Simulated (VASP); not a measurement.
# How biaxial strain in the (111) plane changes Si

Strain engineering needs slopes: what does biaxial strain in the (111) plane do to the lattice and the band edges of Si?

Main program and level: VASP 6.6.1; LDA; plane waves and PAW (Si), in the first sound run; inputs show where later runs differ.

## 1. The structure

Symmetry: Fd-3m, No. 227, cubic system. Conventional cell: a = 5.431 Å, b = 5.431 Å, c = 5.431 Å, α = 90.00°, β = 90.00°, γ = 90.00°. Si has 4 Si at 2.35 Å nearest.

As a file:

```xyz
2
Lattice="0.0000 2.7155 2.7155 2.7155 0.0000 2.7155 2.7155 2.7155 0.0000" Properties=species:S:1:pos:R:3 pbc="T T T"
Si    0.0000    0.0000    0.0000
Si    1.3578    1.3578    1.3578
```

## 2. Relax the crystal, LDA

The series starts from the cell that this level prefers, so that zero strain is near zero stress.

This step took 2 runs in a row; the last is shown.

Level: LDA; plane waves and PAW (Si).

File INCAR:

```
SYSTEM = Si
PREC = Accurate
ENCUT = 450
EDIFF = 1E-07
NELM = 120
ISMEAR = 0
SIGMA = 0.02
LREAL = .FALSE.
ALGO = Normal
GGA = CA
NBANDS = 10
LORBIT = 11
LWAVE = .FALSE.
LCHARG = .FALSE.
KPAR = 8
IBRION = 2
NSW = 40
ISIF = 3
EDIFFG = -0.005
POTIM = 0.4
```

File POSCAR:

```
Si
1.0
    0.0000000000      2.7014008244      2.7014008244
    2.7014008244      0.0000000000      2.7014008244
    2.7014008244      2.7014008244      0.0000000000
Si
2
Direct
    0.0000000000      0.0000000000      0.0000000000
    0.2500000000      0.2500000000      0.2500000000
```

File KPOINTS:

```
Automatic mesh
0
Gamma
10 10 10
0 0 0
```

Potentials, in the order of the species: Si (LDA family, release 64).

Command:

```console
mpirun -np 8 vasp_std
```

The log of the run:

```text
[banner, memory and clock lines left out]
running    8 mpi-ranks, on    1 nodes
[...]
|                                                                             |
|           W    W    AA    RRRRR   N    N  II  N    N   GGGG   !!!           |
|           W    W   A  A   R    R  NN   N  II  NN   N  G    G  !!!           |
|           W    W  A    A  R    R  N N  N  II  N N  N  G       !!!           |
|           W WW W  AAAAAA  RRRRR   N  N N  II  N  N N  G  GGG   !            |
|           WW  WW  A    A  R   R   N   NN  II  N   NN  G    G                |
|           W    W  A    A  R    R  N    N  II  N    N   GGGG   !!!           |
|                                                                             |
|     For optimal performance we recommend to set                             |
|       NCORE = 2 up to number-of-cores-per-socket                            |
|     NCORE specifies how many cores store one orbital (NPAR=cpu/NCORE).      |
|     This setting can greatly improve the performance of VASP for DFT.       |
[...]
|     Unfortunately you need to use the default for GW and RPA                |
|     calculations (for HF NCORE is supported but not extensively tested      |
|     yet).                                                                   |
|                                                                             |

 LDA part: xc-table for (Slater(with rela. corr.)+CA(PZ))
 , standard interpolation
 POSCAR, INCAR and KPOINTS ok, starting setup
[...]
entering main loop
       N       E                     dE             d eps       ncg     rms          rms(c)
DAV:   1     0.406882481630E+01    0.40688E+01   -0.29265E+03   940   0.545E+02
DAV:   2    -0.117240577801E+02   -0.15793E+02   -0.15019E+02  1370   0.817E+01
DAV:   3    -0.121866801231E+02   -0.46262E+00   -0.46172E+00  1156   0.123E+01
DAV:   4    -0.121903766433E+02   -0.36965E-02   -0.36960E-02  1228   0.142E+00
[...]
DAV:   9    -0.119190083082E+02    0.25935E-04   -0.21563E-04  1186   0.847E-02    0.615E-02
DAV:  10    -0.119190135503E+02   -0.52421E-05   -0.13933E-05  1080   0.238E-02    0.306E-02
DAV:  11    -0.119190134771E+02    0.73133E-07   -0.75385E-07  1174   0.511E-03
   1 F= -.11919013E+02 E0= -.11919013E+02  d E =-.119190E+02
[...]
reached required accuracy - stopping structural energy minimisation
```

Elapsed: 3.2 s, on 8 MPI ranks of AMD EPYC 7R43, shared host; peak memory 0.95 GiB.

Lines that name or quote the potential files are left out of all logs, and their timing lines are given in words.

From OUTCAR (step 2):

```text
  Total        0.0006490      0.0006490      0.0006490      0.0000000      0.0000000      0.0000000
  in kB        0.0263727      0.0263727      0.0263727      0.0000000      0.0000000      0.0000000
  external PRESSURE =       0.0263727 kB  Pullay stress =       0.0000000 kB

 POSITION                                       TOTAL-FORCE (eV/Angst)
 -----------------------------------------------------------------------------------
      0.00000      0.00000      0.00000        -0.000000     -0.000000      0.000000
      1.35070      1.35070      1.35070         0.000000      0.000000     -0.000000
 -----------------------------------------------------------------------------------
    total drift:                                0.000000      0.000000     -0.000000

  FREE ENERGIE OF THE ION-ELECTRON SYSTEM (eV)
  ---------------------------------------------------
  free  energy   TOTEN  =       -11.9190134771 eV

  energy  without entropy=      -11.9190134771  energy(sigma->0) =      -11.91901348

 reached required accuracy - stopping structural energy minimisation

[... 3 further parts left out ...]
[key lines of the parts left out:]
E-fermi :   6.0354
```

Numbers from this step:

* energy(sigma→0) of the program: -11.9190 eV
* stress, compression positive: 0.00 along [111], 0.00 across it (mean), GPa
* volume: 39.427 Å³
* ionic steps: 1

## 3. Strain along the normal, LDA

One member in full: the plane is strained by -1 %, and the strain along the normal is moved by secant steps until the normal stress is under 0.012 GPa or five steps are spent; the atoms relax at each step.

This step took 3 runs, each at a new trial strain with the atoms of the one before; the last is shown.

Level: LDA; plane waves and PAW (Si).

Edit INCAR of step 2 so:

```diff
@@ -14,7 +14,7 @@
 LCHARG = .FALSE.
-KPAR = 8
-IBRION = 2
-NSW = 40
-ISIF = 3
-EDIFFG = -0.005
-POTIM = 0.4
+KPAR = 2
+IBRION = 1
+NSW = 25
+ISIF = 2
+EDIFFG = -0.004
+POTIM = 0.3
```

File POSCAR:

```
Si
1.0
    0.0265547610      2.7009415770      2.7009415770
    2.7009415770      0.0265547610      2.7009415770
    2.7009415770      2.7009415770      0.0265547610
Si
2
Direct
    0.0006724351      0.0006724351      0.0006724351
    0.2493275649      0.2493275649      0.2493275649
```

KPOINTS is that of step 2.

Command:

```console
mpirun -np 2 vasp_std
```

The log of the run:

```text
[banner, memory and clock lines left out]
running    2 mpi-ranks, on    1 nodes
[...]
LDA part: xc-table for (Slater(with rela. corr.)+CA(PZ))
 , standard interpolation
 POSCAR, INCAR and KPOINTS ok, starting setup
[...]
entering main loop
       N       E                     dE             d eps       ncg     rms          rms(c)
DAV:   1     0.421334075259E+01    0.42133E+01   -0.29676E+03  2320   0.551E+02
DAV:   2    -0.117281487311E+02   -0.15941E+02   -0.15119E+02  3248   0.804E+01
DAV:   3    -0.121925323051E+02   -0.46438E+00   -0.46347E+00  2838   0.124E+01
DAV:   4    -0.121961418140E+02   -0.36095E-02   -0.36091E-02  2938   0.140E+00
[...]
DAV:  10    -0.119133765588E+02   -0.45666E-05   -0.15320E-05  2664   0.246E-02    0.161E-02
DAV:  11    -0.119133763249E+02    0.23385E-06   -0.12034E-06  2796   0.606E-03    0.334E-03
DAV:  12    -0.119133763237E+02    0.12147E-08   -0.50150E-08  1510   0.148E-03
   1 F= -.11913376E+02 E0= -.11913376E+02  d E =-.119134E+02
 BRION: g(F)=  0.238E-06 g(S)=  0.000E+00
 reached required accuracy - stopping structural energy minimisation
```

Wall time 18 s (2 MPI ranks); peak memory 0.23 GiB.

Parts of OUTCAR (step 3):

```text
  Total        0.3720192      0.3720192      0.3720192     -0.1860865     -0.1860865     -0.1860865
  in kB       15.3515650     15.3515650     15.3515650     -7.6789553     -7.6789553     -7.6789553
  external PRESSURE =      15.3515650 kB  Pullay stress =       0.0000000 kB

 POSITION                                       TOTAL-FORCE (eV/Angst)
 -----------------------------------------------------------------------------------
      0.00365      0.00365      0.00365         0.001171      0.001171      0.001171
      1.35346      1.35346      1.35346        -0.001171     -0.001171     -0.001171
 -----------------------------------------------------------------------------------
    total drift:                               -0.000000     -0.000000      0.000000

  FREE ENERGIE OF THE ION-ELECTRON SYSTEM (eV)
  ---------------------------------------------------
  free  energy   TOTEN  =       -11.9133763237 eV

  energy  without entropy=      -11.9133763237  energy(sigma->0) =      -11.91337632

[... 1 part as in an earlier step ...]

[... 3 further parts left out ...]
[key lines of the parts left out:]
E-fermi :   6.2499
```

This run gave:

* energy(sigma→0) of the program: -11.9134 eV
* stress, compression positive: 0.00 along [111], 2.30 across it (mean), GPa
* ionic steps: 1

## 4. Band edges, TB-mBJ with spin-orbit coupling

Short lines in KPOINTS_OPT sample the zone centre along and across the normal of the plane, for masses, and the other valleys.

Level: TB-mBJ, spin-orbit coupling; plane waves and PAW (Si).

TB-mBJ has no energy functional, so the total energy, stress and pressure in this output mean nothing.

File INCAR:

```
SYSTEM = Si
PREC = Accurate
ENCUT = 450
EDIFF = 1E-06
NELM = 150
ISMEAR = 0
SIGMA = 0.02
LREAL = .FALSE.
ALGO = Normal
METAGGA = MBJ
LASPH = .TRUE.
LNONCOLLINEAR = .TRUE.
MAGMOM = 0 0 0 0 0 0
NBANDS = 18
GGA_COMPAT = .FALSE.
LSORBIT = .TRUE.
LWAVE = .FALSE.
LCHARG = .FALSE.
KPAR = 2
```

POSCAR is that of step 3.

File KPOINTS:

```
Automatic mesh
0
Gamma
8 8 8
0 0 0
```

File KPOINTS_OPT:

```
Line mode
6
Line-mode
Reciprocal
  0.00000000   0.00000000   0.00000000
  0.02494046   0.02494046   0.02494046

  0.00000000   0.00000000   0.00000000
 -0.01504871   0.01504871  -0.00000000

  0.31000000   0.31000000   0.00000000
  0.50000000   0.50000000   0.00000000

  0.00000000   0.31000000   0.31000000
  0.00000000   0.50000000   0.50000000

  0.45000000   0.45000000   0.45000000
  0.50000000   0.50000000   0.50000000

  0.45000000   0.00000000   0.00000000
  0.50000000   0.00000000   0.00000000

  0.42500000   0.42500000   0.00000000
  0.42521132   0.44649341   0.02149341

  0.50000000   0.50000000   0.50000000
  0.48495129   0.51504871   0.50000000
```

Command:

```console
mpirun -np 2 vasp_ncl
```

The log of the run:

```text
[banner, memory and clock lines left out]
running    2 mpi-ranks, on    1 nodes
[...]
|                                                                             |
|               ----> ADVICE to this user running VASP <----                  |
|                                                                             |
|     You enforced a specific xc type in the INCAR file but a different       |
|     [... a line on the potential file left out ...]
|     I HOPE YOU KNOW WHAT YOU ARE DOING!                                     |
|                                                                             |

 LDA part: xc-table for (None), standard interpolation
 POSCAR, INCAR and KPOINTS ok, starting setup
[...]
entering main loop
       N       E                     dE             d eps       ncg     rms          rms(c)
DAV:   1     0.360933822371E+01    0.36093E+01   -0.26455E+03  2340   0.635E+02
DAV:   2    -0.158813906332E+02   -0.19491E+02   -0.17817E+02  3140   0.107E+02
DAV:   3    -0.166977209298E+02   -0.81633E+00   -0.80648E+00  2886   0.183E+01
DAV:   4    -0.167036277978E+02   -0.59069E-02   -0.59011E-02  2894   0.200E+00
[...]
DAV:  24    -0.141283455331E+02    0.18444E-05   -0.24349E-10  1308   0.146E-04    0.382E-05
DAV:  25    -0.141283405501E+02    0.49830E-05   -0.41517E-11  1296   0.553E-05    0.108E-05
DAV:  26    -0.141283396003E+02    0.94974E-06   -0.89651E-12  1288   0.255E-05
   1 F= -.14128340E+02 E0= -.14128340E+02  d E =-.475992E-14  mag=     0.0000    -0.0000    -0.0000
 Start KPOINTS_OPT (optional k-point list driver)
k-point batch [1-48\48]
       N       E                     dE             ncg
DAV:   1     0.165579346723E+04   -0.66367E+04     1728
DAV:   2     0.589217110181E+03   -0.10666E+04     2324
DAV:   3     0.546046686007E+03   -0.43170E+02     2248
DAV:   4     0.545683661626E+03   -0.36302E+00     2180
DAV:   5     0.545679812170E+03   -0.38495E-02     2180
DAV:   6     0.545679744072E+03   -0.68098E-04     2216
DAV:   7     0.545679742474E+03   -0.15974E-05     1858
DAV:   8     0.545679742415E+03   -0.59855E-07     1406
```

The job ended after 3.2 min (2 MPI ranks; peak memory 0.55 GiB).

Parts of OUTCAR (step 4):

```text
  LATTYP: Found a trigonal (rhomboedric) cell.
 ALAT       =     3.8198005131
 COS(alpha) =     0.5098070286

 Subroutine GETGRP returns: Found 12 space group operations
 (whereof  6 operations were pure point group operations)

The static configuration has the point symmetry C_3v.
 The point group associated with its full space group is D_3d.

 Found     65 irreducible k-points:

   k-points           NKPTS =     65   k-points in BZ     NKDIM =     65   number of bands    NBANDS=     18

   dimension x,y,z NGX =    28 NGY =   28 NGZ =   28
   dimension x,y,z NGXF=    56 NGYF=   56 NGZF=   56

   ENCUT  =  450.0 eV  33.07 Ry    5.75 a.u.   6.61  6.61  6.61*2*pi/ulx,y,z

   NELECT =       8.0000    total number of electrons

 E-fermi :   5.9388

 k-point     1 :       0.0000    0.0000    0.0000
  band No.  band energies     occupation
    ...
      4       5.6673      1.00000
      5       5.8160      1.00000
      6       5.8160      1.00000
      7       5.8444      1.00000
      8       5.8444      1.00000
      9       8.8646      0.00000
     10       8.8646      0.00000
     11       9.0462      0.00000
     12       9.0462      0.00000
     13       9.0682      0.00000
    ...

 k-point     2 :       0.1250   -0.0000   -0.0000
  band No.  band energies     occupation
    ...
      4       4.3473      1.00000
      5       5.4278      1.00000
      6       5.4278      1.00000
      7       5.5574      1.00000
      8       5.5574      1.00000
      9       8.9705      0.00000
     10       8.9705      0.00000
     11       9.3356      0.00000
     12       9.3356      0.00000
     13       9.4761      0.00000
    ...

  Total       24.6705005     24.6705005     24.6705005     -0.2094975     -0.2094975     -0.2094975
  in kB     1018.0408918   1018.0408918   1018.0408918     -8.6450215     -8.6450215     -8.6450215
  external PRESSURE =    1018.0408918 kB  Pullay stress =       0.0000000 kB

 POSITION                                       TOTAL-FORCE (eV/Angst)
 -----------------------------------------------------------------------------------
      0.00365      0.00365      0.00365        -0.115120     -0.115120     -0.115120
      1.35346      1.35346      1.35346         0.115120      0.115120      0.115120
 -----------------------------------------------------------------------------------
    total drift:                               -0.000000      0.000000      0.000000

  FREE ENERGIE OF THE ION-ELECTRON SYSTEM (eV)
  ---------------------------------------------------
  free  energy   TOTEN  =       -14.1283396003 eV

  energy  without entropy=      -14.1283396003  energy(sigma->0) =      -14.12833960

 Spin-Orbit-Coupling matrix elements
 Ion:    1  E_soc:     -0.0003261
 Ion:    2  E_soc:     -0.0003261

[... 1 part as in an earlier step ...]

[... 7 further parts left out ...]
```

## 5. Band edges, r2SCAN with spin-orbit coupling

Short lines in KPOINTS_OPT sample the zone centre along and across the normal of the plane, for masses, and the other valleys.

Level: r2SCAN, spin-orbit coupling; plane waves and PAW (Si).

Edit INCAR of step 4 so:

```diff
@@ -4,3 +4,3 @@
 EDIFF = 1E-06
-NELM = 150
+NELM = 100
 ISMEAR = 0
@@ -9,3 +9,3 @@
 ALGO = Normal
-METAGGA = MBJ
+METAGGA = R2SCAN
 LASPH = .TRUE.
```

POSCAR is that of step 4.

KPOINTS is that of step 4.

KPOINTS_OPT is that of step 4.

Command:

```console
mpirun -np 2 vasp_ncl
```

The log of the run:

```text
[banner, memory and clock lines left out]
running    2 mpi-ranks, on    1 nodes
[...]
[... a notice as in an earlier step ...]

 LDA part: xc-table for (None), standard interpolation
 POSCAR, INCAR and KPOINTS ok, starting setup
[...]
entering main loop
       N       E                     dE             d eps       ncg     rms          rms(c)
DAV:   1    -0.596502397135E+02   -0.59650E+02   -0.27334E+03  2340   0.652E+02
DAV:   2    -0.799732228890E+02   -0.20323E+02   -0.18630E+02  3176   0.111E+02
DAV:   3    -0.808290745177E+02   -0.85585E+00   -0.84486E+00  2916   0.191E+01
DAV:   4    -0.808380609268E+02   -0.89864E-02   -0.89818E-02  3022   0.256E+00
[...]
DAV:  10    -0.796983146827E+02    0.94328E-05   -0.19401E-05  2714   0.416E-02    0.475E-02
DAV:  11    -0.796983268933E+02   -0.12211E-04   -0.34644E-06  2658   0.184E-02    0.141E-02
DAV:  12    -0.796983278501E+02   -0.95677E-06   -0.68634E-07  2062   0.733E-03
   1 F= -.79698328E+02 E0= -.79698328E+02  d E =-.808455E-29  mag=    -0.0000     0.0000    -0.0000
 Start KPOINTS_OPT (optional k-point list driver)
k-point batch [1-48\48]
       N       E                     dE             ncg
DAV:   1     0.167539945306E+04   -0.66171E+04     1728
DAV:   2     0.609353722118E+03   -0.10660E+04     2318
DAV:   3     0.566536108201E+03   -0.42818E+02     2254
DAV:   4     0.566035966716E+03   -0.50014E+00     2244
DAV:   5     0.566027203223E+03   -0.87635E-02     2204
DAV:   6     0.566026967442E+03   -0.23578E-03     2302
DAV:   7     0.566026959126E+03   -0.83162E-05     1926
DAV:   8     0.566026958726E+03   -0.40016E-06     1470
```

Elapsed: 6.7 min, on 2 MPI ranks; peak memory 0.54 GiB; 13 min of CPU time.

From OUTCAR (step 5):

```text
  Total        0.7766518      0.7766518      0.7766518     -0.2042306     -0.2042306     -0.2042306
  in kB       32.0489347     32.0489347     32.0489347     -8.4276805     -8.4276805     -8.4276805
  external PRESSURE =      32.0489347 kB  Pullay stress =       0.0000000 kB

 POSITION                                       TOTAL-FORCE (eV/Angst)
 -----------------------------------------------------------------------------------
      0.00365      0.00365      0.00365        -0.002448     -0.002448     -0.002448
      1.35346      1.35346      1.35346         0.002448      0.002448      0.002448
 -----------------------------------------------------------------------------------
    total drift:                               -0.000000     -0.000000     -0.000000

  FREE ENERGIE OF THE ION-ELECTRON SYSTEM (eV)
  ---------------------------------------------------
  free  energy   TOTEN  =       -79.6983278501 eV

  energy  without entropy=      -79.6983278501  energy(sigma->0) =      -79.69832785

[... 2 parts as in an earlier step ...]

[... 1 further part left out ...]
[key lines of the parts left out:]
E-fermi :   6.3698
```

Read from the output:

| Quantity | Value |
| --- | --- |
| energy(sigma→0) of the program | -79.6983 eV |
| stress, compression positive | 1.52 along [111], 4.05 across it (mean), GPa |

The run ends at a pressure of 3.20 GPa, with forces up to 0.0042 eV/Å.

[end of part 1 of 2]

[Lines on the potential files, build, host, timing and source positions are cut from VASP's logs without a mark.]

[Logs are printed without paths, hosts, clocks, repeated set-up lines and the standing remarks that a program may print on its own settings, such as how far it seeks lower states.]

[Hosts, paths, dates, database ids (printed as entryN), source tags and the programs' standing remarks are cut or masked in the printed files.]

[In band tables of VASP the shares of atoms and orbitals are scaled to a sum of 1 inside the atoms' spheres.]
